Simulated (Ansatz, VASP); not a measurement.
# Cross-check of ZnCoF6 (ZnCoF6 (R-3)) between VASP and Ansatz

Aim: how closely do two programs agree when they are given the same cell, functional and k mesh? The cell is taken from a series of runs on this material, whose earlier steps may have relaxed, scaled, displaced or heated it; both programs get it as it stands.

Method: plane waves, with VASP 6.6.1 beside it; relaxation of cell and atoms at PBEsol, in Ansatz 0.2.0.

### 1. Set-up

It takes space group R-3 (No. 148, trigonal). The conventional cell has a = 4.877 Å, b = 4.877 Å, c = 12.976 Å, α = 90.00°, β = 90.00°, γ = 120.00°. Nearest to Zn lie 6 F at 2.01 Å. Nearest to Co lie 6 F at 1.79 Å. F has 1 Co at 1.79 Å and 1 Zn at 2.01 Å nearest. Farther neighbours and most contacts between anions are not listed.

Coordinates:

```cif
data_structure
_symmetry_space_group_name_H-M 'P 1'
_symmetry_Int_Tables_number 1
_cell_length_a 5.1611
_cell_length_b 5.1611
_cell_length_c 5.1611
_cell_angle_alpha 56.394
_cell_angle_beta 56.394
_cell_angle_gamma 56.394
_cell_volume 89.10
loop_
_atom_site_label
_atom_site_type_symbol
_atom_site_fract_x
_atom_site_fract_y
_atom_site_fract_z
_atom_site_occupancy
Zn1 Zn 0.50000 0.50000 0.50000 1
Co2 Co 0.00000 0.00000 0.00000 1
F3 F 0.22952 0.62794 0.90521 1
F4 F 0.62794 0.90521 0.22952 1
F5 F 0.09479 0.77048 0.37206 1
F6 F 0.37206 0.09479 0.77048 1
F7 F 0.77048 0.37206 0.09479 1
F8 F 0.90521 0.22952 0.62794 1
```

### 2. Ansatz: relaxation of cell and atoms, PBEsol

Ansatz runs on its default PAW (the set named soft_2) files.

The relaxed volume is the usual yardstick between codes: in a stiff, nearly cubic crystal its relative difference is about their pressure difference at one cell divided by the bulk modulus.

The input, input.yaml:

```yaml
crystal:
  lattice:
    - [2.4386332, 1.4079455, 4.3252484]
    - [-2.4386332, 1.4079455, 4.3252484]
    - [0.0, -2.815891, 4.3252484]
  atoms:
    - { symbol: Zn, position: [0.5, 0.5, 0.5] }
    - { symbol: Co, position: [1.0, 0.0, 0.0], spin: 2.5 }
    - { symbol: F, position: [0.22951727, 0.62794027, 0.90521117] }
    - { symbol: F, position: [0.62794027, 0.90521117, 0.22951727] }
    - { symbol: F, position: [0.09478883, 0.77048273, 0.37205973] }
    - { symbol: F, position: [0.37205973, 0.09478883, 0.77048273] }
    - { symbol: F, position: [0.77048273, 0.37205973, 0.09478883] }
    - { symbol: F, position: [0.90521117, 0.22951727, 0.62794027] }
magnetization:
  spin_polarized: true
basis:
  ecutwfc: 420
  xc_grid: 2
hamiltonian:
  xc: pbesol
kpoints:
  mp_grid: { grid: [7, 7, 7] }
scf:
  occupations: { method: fermi_dirac, width: 0.01 }
  max_iter: 150
output:
  forces: true
  stress: true
relax:
  f_tol: 0.01
  max_steps: 60
  cell: {}
checkpoint:
  write: "../pbesol.run"
  compress: false
  write_wavefunctions: false
  write_every: 100000
```

Run with:

```bash
> ansatz run input.yaml --threads 1 --pin off --max-ram 2355MiB --backend cpu --events-out ev --progress --plain --runs-dir out
```

Numbers of over 12 decimals in the logs are rounded to 6 here.

Output:

```text
Engine: ansatz 0.2.0, aarch64-unknown-linux-gnu
Pseudopotentials: kind: paw
Pseudopotential: Zn, paw, valence charge 12, recommended cutoff 420 eV (normal), Zn.paw.azcp
Pseudopotential: Co, paw, valence charge 17, recommended cutoff 420 eV (normal), Co.paw.azcp
Pseudopotential: F, paw, valence charge 7, recommended cutoff 420 eV (normal), F.paw.azcp
Functional definition: PBEsol
  exchange = pbesol_x
  correlation = pbesol_c
Crystal: 8 atoms, lattice volume = 89.103 Å³
Basis set: ecut = 420 eV, 1767 PW (Γ), exchange–correlation on 72×72×72 points (8 copies of the dense FFT grid, shifted against one another)
Bands: 45, of which v1, the nominal top of the filled ones, is band 36 counted from 1 (35 counted from 0)
Symmetry: 6 space group operations
Space group: R-3 (ITA 148), of the structure as read, at distance tolerance 4.5e-5 Å
Magnetic group: BNS 148.17 (UNI 1247), of the structure as read, at distance tolerance 4.5e-5 Å
k-points: 60 of 343
Non-local potential: Zn, projectors of the file, l = 0: 2, l = 1: 2, l = 2: 3, l = 3: 1
Non-local potential: Co, projectors of the file, l = 0: 3, l = 1: 2, l = 2: 3, l = 3: 1
Non-local potential: F, projectors of the file, l = 0: 2, l = 1: 2, l = 2: 1
PAW form: soft (Blöchl's): semilocal exchange-correlation on the pseudo side does not see the compensation charge
PAW frozen core: Zn, regenerated for the run's functional, and the local potential with it (the file was generated under x = pbe(κ = 0.804, μ = 0.219515), c = pbe(β = 0.066725))
PAW frozen core: Co, regenerated for the run's functional, and the local potential with it (the file was generated under x = pbe(κ = 0.804, μ = 0.219515), c = pbe(β = 0.066725))
PAW frozen core: F, regenerated for the run's functional, and the local potential with it (the file was generated under x = pbe(κ = 0.804, μ = 0.219515), c = pbe(β = 0.066725))
PAW one-centre angular grid: Zn, 590 points (default); XC on 64 Gauss nodes
PAW one-centre angular grid: Co, 590 points (default); XC on 64 Gauss nodes
PAW one-centre angular grid: F, 110 points (default); XC on 64 Gauss nodes
Initial density: superposition of atomic densities (chi_scale 0.1, normalization cell, long waves kept (reshape's long-wave potential 0.05 eV rms))
Starting moments: Σ|m| = 2.5 μB on 1 of 8 sites
Initial wavefunctions: pseudopotential atomic-orbital guess
Functional: x = pbesol(κ = 0.804, μ = 0.123457), c = pbesol(β = 0.046)
SCF iter   1: F=—  HF=-13177.961666 eV  |F-HF|=—  |Δ(HF+E_count)|=         —  Δρ=1.85e-1 (↑1.07e-1 ↓1.85e-1)  dr2=5.31e1  dr2_m=2.50e0  M=1.000 μB ∫|m|=1.679 μB  β_m=0.30  ethr=3.10e-3  ⟨swp⟩=6.2  Hψ=22275  notcnv=0
Mixer restart at iter 1: flushing history
preconditioner: auto → Kerker (q_TF=auto, 2.627 Å⁻¹)  [metal: Δε(μ)=0.007 eV  Ē_g=16.561 eV  σ=0.010 eV  W_gap=0.16  n_scr=26 (ndim 8)  ℏωp=31.2 eV  f_vac=0.088  D(μ)=4.60/eV (n_scr^D=52)]
spin=Collinear: Kerker preconditioning applied to the charge; magnetization (m = ρ↑ − ρ↓) channel mixes plain (no charge-response kernel on spin).
SCF iter   2: F=—  HF=-13175.716293 eV  |F-HF|=—  |Δ(HF+E_count)|=    2.25e0  Δρ=6.71e-2 (↑5.18e-2 ↓6.71e-2)  dr2=6.04e0  dr2_m=1.25e0  M=1.075 μB ∫|m|=1.592 μB  β_m=0.35  ethr=3.10e-3  ⟨swp⟩=3.0  Hψ=12431  notcnv=0  defer=361
SCF iter   3: F=—  HF=-13174.846824 eV  |F-HF|=—  |Δ(HF+E_count)|=   8.69e-1  Δρ=3.95e-2 (↑3.82e-2 ↓3.95e-2)  dr2=1.88e0  dr2_m=7.40e-1  M=1.000 μB ∫|m|=1.409 μB  β_m=0.62  ethr=3.10e-3  ⟨swp⟩=2.1  Hψ=9680  notcnv=0  defer=357
SCF iter   4: F=—  HF=-13174.671347 eV  |F-HF|=—  |Δ(HF+E_count)|=   1.75e-1  Δρ=2.64e-2 (↑2.64e-2 ↓1.50e-2)  dr2=8.21e-1  dr2_m=3.76e-2  M=1.000 μB ∫|m|=1.106 μB  β_m=0.65  ethr=2.65e-3  ⟨swp⟩=2.9  Hψ=11685  notcnv=0  defer=396
SCF iter   5: F=—  HF=-13174.726367 eV  |F-HF|=—  |Δ(HF+E_count)|=   5.50e-2  Δρ=1.16e-2 (↑1.16e-2 ↓9.53e-3)  dr2=2.07e-1  dr2_m=7.05e-3  M=1.000 μB ∫|m|=1.075 μB  β_m=0.66  ethr=1.16e-3  ⟨swp⟩=2.6  Hψ=9987  notcnv=0  defer=397
SCF iter   6: F=—  HF=-13174.701131 eV  |F-HF|=—  |Δ(HF+E_count)|=         —  Δρ=4.13e-3 (↑2.33e-3 ↓4.13e-3)  dr2=2.05e-2  dr2_m=4.59e-3  M=1.000 μB ∫|m|=1.065 μB  β_m=0.66  ethr=2.91e-4  ⟨swp⟩=2.0  Hψ=11108  notcnv=0  defer=397
Mixer restart at iter 6: flushing history
SCF iter   7: F=—  HF=-13174.701829 eV  |F-HF|=—  |Δ(HF+E_count)|=   6.99e-4  Δρ=1.91e-3 (↑1.91e-3 ↓1.91e-3)  dr2=8.08e-3  dr2_m=1.06e-3  M=1.000 μB ∫|m|=1.062 μB  β_m=0.66  ethr=2.89e-5  ⟨swp⟩=2.6  Hψ=9502  notcnv=0  defer=400
SCF iter   8: F=—  HF=-13174.701341 eV  |F-HF|=—  |Δ(HF+E_count)|=   4.88e-4  Δρ=1.44e-3 (↑8.93e-4 ↓1.44e-3)  dr2=6.02e-3  dr2_m=3.44e-4  M=1.000 μB ∫|m|=1.061 μB  β_m=0.70  ethr=1.14e-5  ⟨swp⟩=2.1  Hψ=9391  notcnv=0  defer=400
[...]
Crystal: 8 atoms, lattice volume = 89.703 Å³
[...]
preconditioner: auto → none  [metal: Δε(μ)=0.002 eV  Ē_g=16.099 eV  σ=0.010 eV  W_gap=0.05  n_scr=20 (ndim 8)  ℏωp=31.1 eV  f_vac=0.153  D(μ)=7.54/eV (n_scr^D=88)]
[...]
SCF 5 converged in 7 iterations: F = -13174.703501 eV  dr2 = 6.44e-9
relax step   5: F+E_penalty+E_count = -13174.70350099 eV  Δ(F+E_penalty+E_count) = +5.630e-4 eV  max|allowed force component| = 6.859e-4 eV/Å  Δτ_max = 0.0019 Å  P = +0.002 GPa  Ω = 89.703 Å³  energy of the carried Pulay correction = -6.072e-4 eV  (7 SCF iters, dr2 threshold 2.28e-8 eV, accepted)
iter 1 solved again at ethr=1.47e-7 eV; its pass at ethr=3.10e-3 eV (dr2=1.05e-4 eV) is discarded
SCF iter   1: F=—  HF=-13174.704013 eV  |F-HF|=—  |Δ(HF+E_count)|=         —  Δρ=8.04e-6 (↑7.22e-6 ↓8.04e-6)  dr2=4.89e-8  dr2_m=6.92e-10  M=1.000 μB ∫|m|=1.060 μB  β_m=0.65  ethr=1.47e-7  ⟨swp⟩=3.1  Hψ=38077  notcnv=0
eigensolver tolerance schedule: the retry pair's looser diagonalisation over-reported the residual by 2137.94 of it (diagonalisation noise at 0.11 of the residual, at the tolerance the schedule requests for it); recorded, not acted on — ethr = c·dr2/N_el stays at c = 1.0e-1
preconditioner: auto → none  [metal: Δε(μ)=0.002 eV  Ē_g=16.099 eV  σ=0.010 eV  W_gap=0.05  n_scr=20 (ndim 8)  ℏωp=31.1 eV  f_vac=0.153  D(μ)=7.55/eV (n_scr^D=88)]
SCF iter   2: F=—  HF=-13174.704012 eV  |F-HF|=—  |Δ(HF+E_count)|=   1.97e-7  Δρ=4.35e-6 (↑4.35e-6 ↓3.91e-6)  dr2=3.68e-8  dr2_m=3.73e-10  M=1.000 μB ∫|m|=1.060 μB  β_m=0.41  ethr=6.88e-11  ⟨swp⟩=2.4  Hψ=9936  notcnv=0
SCF iter   3: F=—  HF=-13174.704012 eV  |F-HF|=—  |Δ(HF+E_count)|=   3.90e-9  Δρ=2.53e-6 (↑1.95e-6 ↓2.53e-6)  dr2=2.23e-9  dr2_m=7.54e-10  M=1.000 μB ∫|m|=1.060 μB  β_m=0.49  ethr=5.18e-11  ⟨swp⟩=2.0  Hψ=9579  notcnv=0
SCF iter   4: F=—  HF=-13174.704012 eV  |F-HF|=—  |Δ(HF+E_count)|=   5.43e-9  Δρ=1.11e-6 (↑5.72e-7 ↓1.11e-6)  dr2=6.99e-10  dr2_m=2.25e-10  M=1.000 μB ∫|m|=1.060 μB  β_m=0.62  ethr=3.14e-12  ⟨swp⟩=2.3  Hψ=8597  notcnv=0
SCF iter   5: F=—  HF=-13174.704012 eV  |F-HF|=—  |Δ(HF+E_count)|=   2.42e-9  Δρ=8.93e-7 (↑3.77e-7 ↓8.93e-7)  dr2=3.37e-10  dr2_m=1.77e-10  M=1.000 μB ∫|m|=1.060 μB  β_m=0.63  ethr=1.00e-12  ⟨swp⟩=2.0  Hψ=9705  notcnv=0
SCF iter   6: F=—  HF=-13174.704012 eV  |F-HF|=—  |Δ(HF+E_count)|=  5.60e-10  Δρ=4.49e-7 (↑1.59e-7 ↓4.49e-7)  dr2=3.89e-11  dr2_m=5.41e-11  M=1.000 μB ∫|m|=1.060 μB  β_m=0.64  ethr=1.00e-12  ⟨swp⟩=2.0  Hψ=8995  notcnv=0
SCF iter   7: F=—  HF=-13174.704012 eV  |F-HF|=—  |Δ(HF+E_count)|=  7.82e-11  Δρ=3.10e-7 (↑1.15e-7 ↓3.10e-7)  dr2=3.14e-11  dr2_m=2.18e-11  M=1.000 μB ∫|m|=1.060 μB  β_m=0.65  ethr=1.00e-12  ⟨swp⟩=1.8  Hψ=6993  notcnv=0
SCF iter   8: F=—  HF=-13174.704012 eV  |F-HF|=—  |Δ(HF+E_count)|=  6.37e-11  Δρ=1.42e-7 (↑1.05e-7 ↓1.42e-7)  dr2=4.40e-11  dr2_m=8.05e-13  M=1.000 μB ∫|m|=1.060 μB  β_m=0.74  ethr=1.00e-12  ⟨swp⟩=2.0  Hψ=5671  notcnv=0
SCF iter   9: F=-13174.704012 eV  HF=-13174.704012 eV  |F-HF|=6.37e-11  |Δ(HF+E_count)|=  8.73e-11  Δρ=2.28e-7 (↑1.13e-7 ↓2.28e-7)  dr2=7.22e-11  dr2_m=5.02e-12  M=1.000 μB ∫|m|=1.060 μB  ethr=1.00e-12  ⟨swp⟩=3.0  Hψ=18060  notcnv=0
SCF 6 converged in 9 iterations: F = -13174.704012 eV  dr2 = 7.22e-11
relax step   6: F+E_penalty+E_count = -13174.70401240 eV  Δ(F+E_penalty+E_count) = -5.114e-4 eV  max|allowed force component| = 6.954e-4 eV/Å  Δτ_max = 0.0000 Å  P = +0.008 GPa  Ω = 89.703 Å³  stress off target by 1.79e-2 GPa  SCF on the basis re-selected at this cell (its energy is not comparable with the rows above)  (9 SCF iters)
basis re-selected at this cell: Δ(F+E_penalty+E_count) = -5.114e-4 eV, ΔP = +0.006 GPa vs the last step (what re-selecting the basis moved, of the pressure what is left beyond the Pulay correction that the steps carried, after the strain that the cell walked since its last selection, with what the two solves' SCF thresholds leave and, on support functions, any second-order correction that the steps lacked; it is no m [...]
SCF converged after 9 iterations
Magnetization: 1.0000 μB (36.0000 up, 35.0000 down)
Absolute magnetization: 1.0652 μB (∫|ρ↑−ρ↓|, with the PAW one-centre terms)
Spin contamination: 0.0048 ħ² per cell (⟨S²⟩ above its minimum at these occupations)
Per-site moments (μB) at R_I (Å): [(0.00474569, 0.829278), (0.703029, 0.738767), (0.035463, 0.738767), (0.035463, 0.738767), (0.035463, 0.738767), (0.035463, 0.738767), (0.035463, 0.738767), (0.035463, 0.738767)]
Free energy (F): -13174.704012 eV
Harris-Foulkes:  -13174.704012 eV  (|F-HF|=6.37e-11)
Internal energy: -13174.701391 eV  (E = F + TS)
E sigma→0 (E₀):  -13174.702702 eV
Entropy (-TS):   -0.002621 eV (-0.328 meV/atom)
Fermi energy:    3.621375 eV
--- Per-component energies (eV) ---
  E_band       = -731.066921
  E_kinetic    = 1807.490781
  E_local      = -9738.421458  (includes V_loc(G=0)·N_el)
  E_nonlocal   = 1513.610513
  E_hartree    = 3905.463900
  E_xc         = -758.137602
  E_vxc        = -856.409341  (∫ρ·V_xc dr)
  E_paw        = -4430.719111  (= ΣΔE_a)
  E_vpaw       = -1268.277942  (= ΣTr[D̂ρ^β])
  E_aug_tail   = 0.012216  (compensation charges beyond the density's cutoff)
  E_ewald      = -5475.241060
  E_core_change = 1.240430  (= ΣΔE_core)
  E_smearing   = -0.002621  (= −TS)
  E_closure    = -0.000000  (closes the sum)
  Σ components = -13174.704012   (vs F -13174.704012, Δ=0.00e0)
--- Forces (eV/Å), atoms counted from 1 ---
  atom   1  Zn    -0.00000000     0.00000000     0.00000000
  atom   2  Co     0.00000000     0.00000000     0.00000000
  atom   3  F      0.00017634     0.00063439    -0.00069544
  atom   4  F      0.00046123    -0.00046991    -0.00069544
  atom   5  F      0.00063757     0.00016448     0.00069544
  atom   6  F     -0.00046123     0.00046991     0.00069544
  atom   7  F     -0.00017634    -0.00063439     0.00069544
  atom   8  F     -0.00063757    -0.00016448    -0.00069544
  max |Σ_I F_I| component: 1.08e-19 eV/Å
--- Stress (GPa, compression-positive) ---
        0.003637       0.000000      -0.000000
       -0.000000       0.003637      -0.000000
       -0.000000      -0.000000       0.017884
  P = ⅓ Tr σ = 0.0084 GPa (0.084 kbar)
--- Relaxed structure (4 steps of the walk, 4 accepted, 2 SCFs on fresh bases) ---
  F+E_penalty+E_count = -13174.70401240 eV   max|allowed force component| = 6.954e-4 eV/Å   (the final SCF, on the basis selected at the relaxed cell)
  cell:  # Å, volume = 89.7026 Å³
    - [2.437930, 1.407539, 4.356846]
    - [-2.437930, 1.407539, 4.356846]
    - [0, -2.815079, 4.356846]
  atoms:
    - { symbol: Zn, position: [0.500000, 0.500000, 0.500000] }
    - { symbol: Co, position: [1.0, 1.1102230246251565e-16, 0.0] }
    - { symbol: F, position: [0.229824, 0.630177, 0.903171] }
    - { symbol: F, position: [0.630177, 0.903171, 0.229824] }
    - { symbol: F, position: [0.096829, 0.770176, 0.369823] }
    - { symbol: F, position: [0.369823, 0.096829, 0.770176] }
    - { symbol: F, position: [0.770176, 0.369823, 0.096829] }
    - { symbol: F, position: [0.903171, 0.229824, 0.630177] }
```

(Continued in part 2 of 2.)

[Lines on the potential files, build, host, timing and source positions are cut from VASP's logs without a mark.]

[Logs are printed without paths, hosts, clocks, repeated set-up lines and the standing remarks that a program may print on its own settings, such as how far it seeks lower states.]

[Hosts, paths, dates, database ids (printed as entryN), source tags and the programs' standing remarks are cut or masked in the printed files.]
